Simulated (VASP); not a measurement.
```
BN
1.0
    1.25641    -2.17617     0.00000
    1.25641     2.17617     0.00000
    0.00000     0.00000     6.51712
B N
2 2
Direct
  0.33333   0.66667   0.25000
  0.66667   0.33333   0.75000
  0.66667   0.33333   0.25000
  0.33333   0.66667   0.75000
```

Computed with optB86b-vdW, VASP's PBE PAW potentials (set 64) (plane waves; VASP). Numerical set-up: 520 eV cut-off, 11×11×4 Γ-centred mesh, tetrahedra with Blöchl corrections, potentials B N.

**Question.** Predict the energy per atom (σ→0).

**Answer.** 
The energy per atom (σ→0) is -7.838 eV/atom.

Only differences to runs with the same potentials and settings are physical.

The compound is BN in the hex structure. It was relaxed first.
